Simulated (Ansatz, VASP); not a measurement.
# Mg7B36O61 (glassy 72B2O3-28MgO (mol %)): VASP beside Ansatz

Aim: how closely do two programs agree when they are given the same cell, functional and k mesh? Of the first pair: The structure shown is the start of the Ansatz relaxation below; VASP solves that cell, so the two are compared at the walk's first step.

Main program and level: Ansatz 0.2.0; plane waves, with VASP 6.6.1 beside it; single point at RPBE.

### 1. Set-up

The cell holds 104 atoms: 36 B, 7 Mg and 61 O. Cell: a = 10.403 Å, b = 10.403 Å, c = 10.403 Å, α = 90.0°, β = 90.0°, γ = 90.0°. As first built, before any earlier steps moved the atoms (in the runner's words): 104 atoms (36 B, 7 Mg, 61 O) placed at random at 2.08 g/cm^3, melted at 3000 K for 20 ps at fixed volume with the Buckingham and Coulomb pair potential of Guillot and Sator (Geochim. Cosmochim. Acta 71, 1249 (2007)) with the boron terms of Wang et al. (J. Non-Cryst. Solids 498, 294 (2018)). Quenched from 3000 K to 300 K at 20 K/ps and fixed volume, held 10 ps at zero pressure.

### 2. Ansatz: relaxation, RPBE

Ansatz runs on its default PAW (the set named soft_2) files.

The two programs are compared at the cell with which this relaxation starts, whose forces are those of its first step.

input.yaml reads:

```yaml
crystal:
  lattice:
    - [10.40289, 0.0, 0.0]
    - [0.0, 10.40289, 0.0]
    - [0.0, 0.0, 10.40289]
  atoms:
    - { symbol: B, position: [0.14536, 0.85299, 0.15566] }
    - { symbol: B, position: [0.45874, 0.50567, 0.97318] }
    - { symbol: B, position: [0.65459, 0.143, 0.17797] }
    - { symbol: B, position: [0.35102, 0.2027, 0.01175] }
    - { symbol: B, position: [0.91222, 0.35771, 0.82192] }
    - { symbol: B, position: [0.79717, 0.31354, 0.03771] }
    - { symbol: B, position: [0.41518, 0.67143, 0.77857] }
    - { symbol: B, position: [0.61509, 0.53609, 0.42121] }
    - { symbol: B, position: [0.02149, 0.03815, 0.79934] }
    - { symbol: B, position: [0.59134, 0.29491, 0.37361] }
    - { symbol: B, position: [0.02731, 0.06905, 0.05816] }
    - { symbol: B, position: [0.7056, 0.54674, 0.06784] }
    - { symbol: B, position: [0.64366, 0.7917, 0.7247] }
    - { symbol: B, position: [0.21818, 0.41818, 0.62809] }
    - { symbol: B, position: [0.5609, 0.15822, 0.58806] }
    - { symbol: B, position: [0.79687, 0.78582, 0.10841] }
    - { symbol: B, position: [0.6022, 0.91976, 0.50131] }
    - { symbol: B, position: [0.29073, 0.46032, 0.16987] }
    - { symbol: B, position: [0.37659, 0.11466, 0.2626] }
    - { symbol: B, position: [0.17985, 0.30605, 0.85002] }
    - { symbol: B, position: [0.02774, 0.24118, 0.24473] }
    - { symbol: B, position: [0.93329, 0.43065, 0.36423] }
    - { symbol: B, position: [0.05627, 0.03259, 0.3721] }
    - { symbol: B, position: [0.99078, 0.60234, 0.89102] }
    - { symbol: B, position: [0.30194, 0.3195, 0.39436] }
    - { symbol: B, position: [0.39862, 0.79767, 0.14382] }
    - { symbol: B, position: [0.43262, 0.71557, 0.39745] }
    - { symbol: B, position: [0.04697, 0.63796, 0.64628] }
    - { symbol: B, position: [0.82308, 0.8897, 0.35253] }
    - { symbol: B, position: [0.25626, 0.75968, 0.58748] }
[... 68 atom lines left out ...]
    - { symbol: O, position: [0.58466, 0.19946, 0.27967] }
    - { symbol: O, position: [0.98887, 0.05081, 0.92788] }
    - { symbol: O, position: [0.30541, 0.39606, 0.2853] }
    - { symbol: O, position: [0.91698, 0.49062, 0.85926] }
    - { symbol: O, position: [0.45824, 0.18891, 0.93325] }
    - { symbol: O, position: [0.25284, 0.35376, 0.74272] }
kpoints:
  mp_grid: { grid: [1, 1, 1] }
hamiltonian:
  xc: rpbe
scf:
  occupations: { method: fixed }
output:
  forces: true
relax:
  f_tol: 0.05
  max_steps: 150
  cell: {}
```

The run is started by

```console
ansatz run input.yaml --threads 4 --pin off --max-ram 8192MiB --backend cpu --events-out ev --progress --plain --runs-dir out
```

Numbers of over 12 decimals in the logs are rounded to 6 here.

Log:

```text
Engine: ansatz 0.2.0, x86_64-unknown-linux-gnu
Pseudopotentials: kind: paw
Pseudopotential: B, paw, valence charge 3, recommended cutoff 420 eV (normal), B.paw.azcp
Pseudopotential: Mg, paw, valence charge 10, recommended cutoff 420 eV (normal), Mg.paw.azcp
Pseudopotential: O, paw, valence charge 6, recommended cutoff 420 eV (normal), O.paw.azcp
Functional definition: RPBE
  parameter kappa = 0.804
  parameter beta = 0.066725
  exchange = rpbe_x(kappa = kappa, mu = beta*pi^2/3)
  correlation = pbe_c(beta = beta)
Crystal: 104 atoms, lattice volume = 1125.802 Å³
Basis set: ecut = 420 eV, 22119 PW (Γ), exchange–correlation on 144×144×144 points (8 copies of the dense FFT grid, shifted against one another)
Bands: 376, of which v1, the nominal top of the filled ones, is band 272 counted from 1 (271 counted from 0)
Symmetry: 1 space group operations
Space group: P1 (ITA 1), of the structure as read, at distance tolerance 1.0e-4 Å
k-points: 1
Non-local potential: B, projectors of the file, l = 0: 2, l = 1: 2, l = 2: 1
Non-local potential: Mg, projectors of the file, l = 0: 3, l = 1: 2, l = 2: 1
Non-local potential: O, projectors of the file, l = 0: 2, l = 1: 2, l = 2: 1
PAW form: soft (Blöchl's): semilocal exchange-correlation on the pseudo side does not see the compensation charge
PAW frozen core: B, regenerated for the run's functional, and the local potential with it (the file was generated under x = pbe(κ = 0.804, μ = 0.219515), c = pbe(β = 0.066725))
PAW frozen core: Mg, regenerated for the run's functional, and the local potential with it (the file was generated under x = pbe(κ = 0.804, μ = 0.219515), c = pbe(β = 0.066725))
PAW frozen core: O, regenerated for the run's functional, and the local potential with it (the file was generated under x = pbe(κ = 0.804, μ = 0.219515), c = pbe(β = 0.066725))
PAW one-centre angular grid: B, 110 points (default); XC on 64 Gauss nodes
PAW one-centre angular grid: Mg, 110 points (default); XC on 64 Gauss nodes
PAW one-centre angular grid: O, 110 points (default); XC on 64 Gauss nodes
Initial density: superposition of atomic densities (neutral atoms: chi_scale 0, normalization atom), corrected by the library's trained network
Initial wavefunctions: pseudopotential atomic-orbital guess
Functional: x = rpbe, c = pbe(β = 0.066725)
SCF iter   1: F=—  HF=-53942.217190 eV  |F-HF|=—  |Δ(HF+E_count)|=         —  Δρ=5.20e-3  dr2=3.02e-1  ethr=1.77e-3  ⟨swp⟩=6.0  Hψ=1174  notcnv=0  defer=102
preconditioner: auto → Resta (q_TF=auto, 2.417 Å⁻¹)  ε∞=3.0  [insulator: Δε(μ)=3.751 eV  Ē_g=17.123 eV  n_scr=256 (ndim 8)  ℏωp=24.4 eV  f_vac=0.155  ε∞_Penn≈3.0]
SCF iter   2: F=—  HF=-53942.197500 eV  |F-HF|=—  |Δ(HF+E_count)|=   1.97e-2  Δρ=2.67e-3  dr2=6.12e-2  ethr=5.55e-5  ⟨swp⟩=3.0  Hψ=572  notcnv=0  defer=102
SCF iter   3: F=—  HF=-53942.204428 eV  |F-HF|=—  |Δ(HF+E_count)|=   6.93e-3  Δρ=9.90e-4  dr2=1.43e-2  ethr=1.13e-5  ⟨swp⟩=3.0  Hψ=468  notcnv=0  defer=81
automatic band count: iteration 3 solves 355 bands in place of 376: the levels show a gap, and the empty bands left out lie too high to hold charge; the band table lists the bands solved (type scf.n_extra_bands for more)
SCF iter   4: F=—  HF=-53942.205003 eV  |F-HF|=—  |Δ(HF+E_count)|=   5.75e-4  Δρ=3.14e-4  dr2=1.23e-3  ethr=2.63e-6  ⟨swp⟩=3.0  Hψ=470  notcnv=0  defer=81
SCF iter   5: F=—  HF=-53942.205320 eV  |F-HF|=—  |Δ(HF+E_count)|=   3.17e-4  Δρ=2.09e-4  dr2=4.08e-4  ethr=2.26e-7  ⟨swp⟩=3.0  Hψ=527  notcnv=0  defer=81
SCF iter   6: F=—  HF=-53942.205303 eV  |F-HF|=—  |Δ(HF+E_count)|=   1.68e-5  Δρ=4.97e-5  dr2=2.43e-5  ethr=7.49e-8  ⟨swp⟩=3.0  Hψ=466  notcnv=0  defer=81
SCF iter   7: F=—  HF=-53942.207047 eV  |F-HF|=—  |Δ(HF+E_count)|=   1.74e-3  Δρ=2.70e-5  dr2=6.30e-6  ethr=4.46e-9  ⟨swp⟩=3.0  Hψ=628  notcnv=0  defer=81
SCF iter   8: F=—  HF=-53942.207047 eV  |F-HF|=—  |Δ(HF+E_count)|=   4.11e-7  Δρ=7.43e-6  dr2=4.99e-7  ethr=1.16e-9  ⟨swp⟩=2.0  Hψ=519  notcnv=0  defer=81
SCF iter   9: F=-53942.207048 eV  HF=-53942.207048 eV  |F-HF|=3.46e-9  |Δ(HF+E_count)|=   5.54e-7  Δρ=2.50e-6  dr2=5.77e-8  ethr=1.84e-11  ⟨swp⟩=5.0  Hψ=1165  notcnv=0
SCF 1 converged in 9 iterations: F = -53942.207048 eV  dr2 = 5.77e-8
  greatest PAW one-centre occupation: 1.000 electrons in one spin orbital (limit 2), on the Mg atom at site 41 (counted from 0), in its partial waves of l = 0
relax step   1: F+E_penalty+E_count = -53942.20704777 eV  Δ(F+E_penalty+E_count) = +0.000e0 eV  max|allowed force component| = 4.383e0 eV/Å  Δτ_max = 0.0000 Å  P = -2.073 GPa  Ω = 1125.802 Å³  (9 SCF iters, dr2 threshold 1.00e-7 eV, accepted)
Crystal: 104 atoms, lattice volume = 1130.143 Å³
Basis set: ecut = 420 eV, 22111 PW (Γ), exchange–correlation on 144×144×144 points (8 copies of the dense FFT grid, shifted against one another)
Initial density: handed on by an earlier stage of this run
[...]
cell:  # Å, volume = 1185.0026 Å³
    - [10.787257, 0.302292, 0.182727]
    - [0.302292, 10.723905, 0.018831]
    - [0.182727, 0.018831, 10.254875]
  atoms:
    - { symbol: B, position: [0.198878, 0.877927, 0.041807] }
    - { symbol: B, position: [0.431211, 0.566509, 1.014615] }
    - { symbol: B, position: [0.641665, 0.186238, 0.159011] }
    - { symbol: B, position: [0.323464, 0.188150, -0.015139] }
    - { symbol: B, position: [0.913905, 0.372155, 0.827228] }
    - { symbol: B, position: [0.741750, 0.352270, 0.017337] }
    - { symbol: B, position: [0.403850, 0.664501, 0.788271] }
    - { symbol: B, position: [0.646239, 0.537796, 0.444740] }
    - { symbol: B, position: [0.029688, -0.015946, 0.809240] }
    - { symbol: B, position: [0.629594, 0.303829, 0.388856] }
    - { symbol: B, position: [0.037524, 0.053739, 0.045554] }
    - { symbol: B, position: [0.663043, 0.565128, 0.092941] }
    - { symbol: B, position: [0.619625, 0.760661, 0.747784] }
    - { symbol: B, position: [0.209739, 0.386905, 0.614687] }
    - { symbol: B, position: [0.579544, 0.143619, 0.567222] }
    - { symbol: B, position: [0.757575, 0.767707, 0.167206] }
    - { symbol: B, position: [0.624938, 0.890553, 0.551206] }
    - { symbol: B, position: [0.268889, 0.546167, 0.209756] }
    - { symbol: B, position: [0.347255, 0.169565, 0.245046] }
    - { symbol: B, position: [0.157180, 0.295866, 0.839562] }
    - { symbol: B, position: [0.012393, 0.177314, 0.252382] }
    - { symbol: B, position: [0.941153, 0.365289, 0.386861] }
    - { symbol: B, position: [0.036958, -0.036578, 0.350406] }
    - { symbol: B, position: [1.021343, 0.571608, 0.874491] }
[...]
- { symbol: B, position: [0.823466, 0.829672, 0.391198] }
    - { symbol: B, position: [0.262481, 0.754333, 0.589878] }
    - { symbol: B, position: [0.616967, 0.992839, 0.017808] }
    - { symbol: B, position: [0.884179, 0.595876, 0.464934] }
    - { symbol: B, position: [0.854700, 0.273813, 0.608605] }
    - { symbol: B, position: [0.430174, 0.121716, 0.761380] }
    - { symbol: B, position: [0.121791, 0.665139, 0.060450] }
    - { symbol: B, position: [0.248211, -0.014123, 0.685999] }
    - { symbol: Mg, position: [0.865637, 0.988484, 0.580665] }
    - { symbol: Mg, position: [0.091216, 0.696945, 0.371892] }
    - { symbol: Mg, position: [0.717113, 0.168547, 0.824959] }
    - { symbol: Mg, position: [0.564082, 0.963842, 0.309406] }
    - { symbol: Mg, position: [0.808369, 0.573542, 0.707556] }
    - { symbol: Mg, position: [0.823567, 0.861328, 0.887442] }
    - { symbol: Mg, position: [0.306088, 0.914517, 0.375426] }
    - { symbol: O, position: [0.655503, 0.262248, 0.052080] }
    - { symbol: O, position: [0.883221, 0.286456, 0.477129] }
    - { symbol: O, position: [0.435375, 0.861850, 0.223597] }
    - { symbol: O, position: [0.735514, 0.728586, 0.790653] }
    - { symbol: O, position: [0.276569, 0.337128, 0.504609] }
    - { symbol: O, position: [-0.021354, 0.140244, 0.128631] }
    - { symbol: O, position: [0.748527, 0.575958, 0.508211] }
    - { symbol: O, position: [0.898357, 0.709957, 0.381825] }
    - { symbol: O, position: [0.943865, 0.616414, 0.589330] }
    - { symbol: O, position: [0.246617, 0.899504, 0.587625] }
    - { symbol: O, position: [0.997387, 0.303302, 0.279250] }
    - { symbol: O, position: [0.748155, 0.463090, 0.079345] }
    - { symbol: O, position: [0.859312, 0.375197, 0.692287] }
    - { symbol: O, position: [0.546532, 0.153091, 0.703642] }
    - { symbol: O, position: [0.593070, 0.874364, 0.685794] }
    - { symbol: O, position: [0.073850, 0.634145, 0.775642] }
    - { symbol: O, position: [0.117745, 0.785582, 0.017100] }
    - { symbol: O, position: [0.126686, 0.482290, 0.602501] }
    - { symbol: O, position: [0.530482, 0.671159, 0.761581] }
    - { symbol: O, position: [0.367515, 0.601754, 0.904918] }
    - { symbol: O, position: [0.685547, 0.661053, 0.174084] }
    - { symbol: O, position: [0.151625, 0.012070, 0.776650] }
    - { symbol: O, position: [0.212578, 0.250317, 0.954421] }
    - { symbol: O, position: [0.590272, 0.260206, 0.509916] }
[...]
- { symbol: O, position: [0.315142, 0.293962, 0.275756] }
    - { symbol: O, position: [0.029956, 0.303587, 0.839781] }
    - { symbol: O, position: [0.646594, 0.218173, 0.287501] }
    - { symbol: O, position: [0.980001, 0.025946, 0.931624] }
    - { symbol: O, position: [0.254789, 0.497574, 0.334650] }
    - { symbol: O, position: [0.914044, 0.505100, 0.859325] }
    - { symbol: O, position: [0.415980, 0.156619, 0.889333] }
    - { symbol: O, position: [0.233329, 0.323827, 0.732857] }
```

### 3. VASP: single point, RPBE, start cell, pair 1

The same cell, functional and mesh now go to VASP, with its own data sets.

Lines of VASP's logs that name or quote its potential files are left out, and so is its time.

INCAR reads:

```
SYSTEM = Mg7B36O61
PREC = Accurate
ENCUT = 520
EDIFF = 1E-06
NELM = 120
ISMEAR = 0
SIGMA = 0.01
LREAL = Auto
ALGO = Normal
GGA = RP
NBANDS = 320
LORBIT = 11
LWAVE = .FALSE.
LCHARG = .FALSE.
ISIF = 2
LASPH = .TRUE.
GGA_COMPAT = .FALSE.
EFERMI = MIDGAP
NCORE = 2
```

POSCAR reads:

```
Mg7B36O61
1.0
   10.4028900000      0.0000000000      0.0000000000
    0.0000000000     10.4028900000      0.0000000000
    0.0000000000      0.0000000000     10.4028900000
B Mg O
36 7 61
Direct
    0.1453634519      0.8529937354      0.1556586679
    0.4587379084      0.5056671752      0.9731814909
    0.6545873310      0.1429987244      0.1779697757
    0.3510178422      0.2027032873      0.0117467358
    0.9122176626      0.3577082907      0.8219158330
    0.7971727087      0.3135378726      0.0377106746
    0.4151827040      0.6714288049      0.7785721083
    0.6150886917      0.5360914131      0.4212098753
    0.0214940271      0.0381528594      0.7993355693
    0.5913356769      0.2949084341      0.3736077186
    0.0273097187      0.0690481203      0.0581569160
    0.7056020010      0.5467422995      0.0678369184
    0.6436576759      0.7917030748      0.7247024625
    0.2181797558      0.4181818706      0.6280946929
    0.5609018263      0.1582156497      0.5880577416
    0.7968747146      0.7858200942      0.1084121816
    0.6021980430      0.9197636426      0.5013126160
    0.2907269038      0.4603240061      0.1698662583
    0.3765876598      0.1146604453      0.2626001044
    0.1798538675      0.3060495689      0.8500234070
    0.0277422908      0.2411829790      0.2447300702
    0.9332887303      0.4306495599      0.3642257104
    0.0562728242      0.0325870984      0.3720985226
    0.9907823691      0.6023422337      0.8910216296
    0.3019353276      0.3194977550      0.3943615668
    0.3986199989      0.7976725698      0.1438158050
    0.4326201661      0.7155703848      0.3974472478
    0.0469677176      0.6379573369      0.6462819467
    0.8230789713      0.8897046878      0.3525270382
    0.2562557136      0.7596831265      0.5874809788
[... 68 atom lines left out ...]
    0.5846644538      0.1994638028      0.2796722834
    0.9888694392      0.0508128030      0.9278767727
    0.3054055171      0.3960630171      0.2852957207
    0.9169759557      0.4906232787      0.8592612245
    0.4582380473      0.1889090435      0.9332502795
    0.2528432003      0.3537574655      0.7427166874
```

KPOINTS reads:

```
Automatic mesh
0
Gamma
1 1 1
0 0 0
```

Potentials, in the order of the species: B, Mg and O (PBE family, release 64).

The run is started by

```console
mpirun -np 8 vasp_gam
```

Log:

```text
[banner, memory and clock lines left out]
running    8 mpi-ranks, on    1 nodes
[...]
|                                                                             |
|               ----> ADVICE to this user running VASP <----                  |
|                                                                             |
|     You enforced a specific xc type in the INCAR file but a different       |
|     [... a line on the potential file left out ...]
|     I HOPE YOU KNOW WHAT YOU ARE DOING!                                     |
|                                                                             |

 LDA part: xc-table for (Slater+PW92), standard interpolation
 POSCAR, INCAR and KPOINTS ok, starting setup
[...]
entering main loop
       N       E                     dE             d eps       ncg     rms          rms(c)
DAV:   1     0.450190211279E+04    0.45019E+04   -0.29640E+05   640   0.152E+03
DAV:   2    -0.455854919120E+03   -0.49578E+04   -0.47452E+04   800   0.387E+02
DAV:   3    -0.827151241076E+03   -0.37130E+03   -0.36807E+03   752   0.112E+02
DAV:   4    -0.834056974531E+03   -0.69057E+01   -0.68816E+01   760   0.162E+01
[...]
DAV:  16    -0.755173163802E+03    0.18596E-05   -0.48721E-05   752   0.207E-02    0.884E-03
DAV:  17    -0.755173163016E+03    0.78661E-06   -0.15770E-05   712   0.123E-02    0.599E-03
DAV:  18    -0.755173162188E+03    0.82830E-06   -0.31080E-06   592   0.628E-03
   1 F= -.75517316E+03 E0= -.75517316E+03  d E =0.000000E+00
```

Parts of OUTCAR (step 3):

```text
  FREE ENERGIE OF THE ION-ELECTRON SYSTEM (eV)
  ---------------------------------------------------
  free  energy   TOTEN  =      -755.1731621876 eV

  energy  without entropy=     -755.1731621876  energy(sigma->0) =     -755.17316219
```

The run ends at a pressure of -2.13 GPa, with forces up to 4.5 eV/Å.

### 4. Differences

Known differences besides the potentials themselves: fixed occupations in Ansatz, narrow Gaussian smearing in VASP; the data sets hold 544 valence electrons in Ansatz (on its default PAW (the set named soft_2) files) and 488 in VASP; the cutoff is 420 eV in Ansatz and 520 eV in VASP (PREC = Accurate, projectors in real space); Ansatz makes its cores anew for this functional, VASP keeps those of its PBE data sets. Total energies have different zeros and are not compared.

Forces on 10 of the 104 atoms, those with the largest forces and the largest differences (eV/Å; atoms numbered as in POSCAR):

```
atom          Ansatz x, y, z            VASP x, y, z
  B5    4.383, -0.672, 0.690    4.393, -0.687, 0.674
 B13   -1.311, -3.285, 0.269   -1.336, -3.246, 0.290
 B30    1.652, -0.495, 2.869    1.649, -0.486, 2.862
 B31   -1.256, 2.592, -2.087   -1.223, 2.547, -2.086
 B34    -3.233, 0.018, 1.022    -3.199, 0.034, 1.006
 B35   1.896, -2.358, -3.329   1.864, -2.406, -3.327
 O68   -0.467, 1.107, -0.236   -0.539, 1.047, -0.288
 O78  -3.105, -1.147, -1.819  -3.107, -1.141, -1.820
 O80   -0.418, -0.075, 1.938   -0.386, -0.058, 1.850
 O85   -0.011, 1.662, -0.141    0.027, 1.572, -0.112
```

The forces differ by 23 meV/Å r.m.s., which is 2.1 % of the r.m.s. force of 1.094 eV/Å (both taken over all components).

(Continued in part 2 of 2.)

[Lines on the potential files, build, host, timing and source positions are cut from VASP's logs without a mark.]

[Logs are printed without paths, hosts, clocks, repeated set-up lines and the standing remarks that a program may print on its own settings, such as how far it seeks lower states.]

[Hosts, paths, dates, database ids (printed as entryN), source tags and the programs' standing remarks are cut or masked in the printed files.]
